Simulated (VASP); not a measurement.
Computed with r2SCAN meta-GGA, VASP's PBE PAW potentials (set 64) (plane waves; VASP).

Input for VASP

### KPOINTS
```
Regular mesh
0
G
  13 13 13
0 0 0
```

### INCAR
```
ALGO=Normal
CSHIFT=0.1
EDIFF=1E-7
ENCUT=400
ISMEAR=0
LASPH=.True.
LCHARG=.False.
LMAXMIX=4
LMIXTAU=.True.
LOPTICS=.True.
LPEAD=.True.
LREAL=.False.
LWAVE=.False.
METAGGA=R2SCAN
NBANDS=39
NEDOS=1001
NELM=100
PREC=Accurate
SIGMA=0.01
SYSTEM=CdTe
```

File POSCAR:
```
CdTe
1
    0.0000000000     3.2727631060     3.2727631060
    3.2727631060     0.0000000000     3.2727631060
    3.2727631060     3.2727631060     0.0000000000
Cd Te
1 1
Direct
  0.0000000000   0.0000000000   0.0000000000
  0.2500000000   0.2500000000   0.2500000000
```

POTCAR, in this order: Cd Te (PBE.64 set). Program: vasp_std.

The run wrote:

### OSZICAR
```
       N       E                     dE             d eps       ncg     rms          rms(c)
DAV:   1     0.703059116261E+02    0.70306E+02   -0.61884E+03  6880   0.328E+02
DAV:   2    -0.458673349282E+02   -0.11617E+03   -0.10374E+03  7738   0.119E+02
DAV:   3    -0.511960843262E+02   -0.53287E+01   -0.52900E+01  8091   0.271E+01
DAV:   4    -0.512245923304E+02   -0.28508E-01   -0.28503E-01  7710   0.197E+00
DAV:   5    -0.512249148411E+02   -0.32251E-03   -0.32251E-03  7973   0.200E-01    0.543E+00
DAV:   6    -0.469419826208E+02    0.42829E+01   -0.17224E+00  7142   0.892E+00    0.679E+00
DAV:   7    -0.466460244848E+02    0.29596E+00   -0.15975E-01  7091   0.193E+00    0.446E+00
DAV:   8    -0.467759581762E+02   -0.12993E+00   -0.11327E-01  7368   0.155E+00    0.662E-01
DAV:   9    -0.465835015880E+02    0.19246E+00   -0.12988E-01  6699   0.127E+00    0.526E-01
DAV:  10    -0.466136988195E+02   -0.30197E-01   -0.17081E-02  6636   0.510E-01    0.232E-01
DAV:  11    -0.466408905777E+02   -0.27192E-01   -0.12021E-02  6566   0.389E-01    0.603E-02
DAV:  12    -0.466412685988E+02   -0.37802E-03   -0.57463E-04  7890   0.939E-02    0.518E-02
DAV:  13    -0.466417878772E+02   -0.51928E-03   -0.23132E-03  7000   0.180E-01    0.549E-02
DAV:  14    -0.466404901766E+02    0.12977E-02   -0.40874E-04  7680   0.718E-02    0.332E-02
DAV:  15    -0.466424268732E+02   -0.19367E-02   -0.52051E-04  6867   0.763E-02    0.329E-02
DAV:  16    -0.466425941415E+02   -0.16727E-03   -0.25247E-05  8060   0.226E-02    0.238E-02
DAV:  17    -0.466426027873E+02   -0.86457E-05   -0.13153E-05  6966   0.168E-02    0.110E-02
DAV:  18    -0.466427940253E+02   -0.19124E-03   -0.10740E-04  6980   0.412E-02    0.188E-03
DAV:  19    -0.466427937927E+02    0.23259E-06   -0.26190E-06  7873   0.550E-03    0.548E-03
DAV:  20    -0.466427956193E+02   -0.18266E-05   -0.61453E-07  7245   0.326E-03    0.111E-03
DAV:  21    -0.466427954722E+02    0.14709E-06   -0.19326E-08  7276   0.618E-04    0.859E-04
DAV:  22    -0.466427956033E+02   -0.13110E-06   -0.32423E-08  6510   0.955E-04    0.194E-04
DAV:  23    -0.466427955832E+02    0.20042E-07   -0.24871E-08  6433   0.631E-04
   1 F= -.46642796E+02 E0= -.46642796E+02  d E =-.136447E-12
 imaginary and real dielectric function
```

### OUTCAR
```
------------------------ aborting loop because EDIFF is reached ----------------------------------------
  FORCE on cell =-STRESS in cart. coord.  units (eV):
  Direction    XX          YY          ZZ          XY          YZ          ZX
  --------------------------------------------------------------------------------------
  Total        0.0088796      0.0088796      0.0088796      0.0000000      0.0000000     -0.0000000
  in kB        0.2029233      0.2029233      0.2029233      0.0000000      0.0000000     -0.0000000
  external PRESSURE =       0.2029233 kB  Pullay stress =       0.0000000 kB
  volume of cell :       70.11
      direct lattice vectors                 reciprocal lattice vectors
     0.000000000  3.272763106  3.272763106    -0.152776105  0.152776105  0.152776105
     3.272763106  0.000000000  3.272763106     0.152776105 -0.152776105  0.152776105
     3.272763106  3.272763106  0.000000000     0.152776105  0.152776105 -0.152776105
  FREE ENERGIE OF THE ION-ELECTRON SYSTEM (eV)
  ---------------------------------------------------
  free  energy   TOTEN  =       -46.6427955832 eV

  energy  without entropy=      -46.6427955832  energy(sigma->0) =      -46.64279558

 plasma frequency squared (from intraband transitions) (eV^2)
  --------------------------------------------------------------------------------------
       0.000       0.000       0.000
       0.000       0.000       0.000
       0.000       0.000       0.000

 plasma frequency squared (from interband transitions, int dw w eps(2)(w)) (eV^2)
  --------------------------------------------------------------------------------------
     247.324       0.000       0.000      -0.000      -0.000      -0.000
       0.000       0.000     247.324       0.000      -0.000      -0.000
      -0.000       0.000      -0.000       0.000     247.324       0.000
```
(Selected blocks of OUTCAR.)

The compound is CdTe in the zinc blende structure. It was relaxed first.
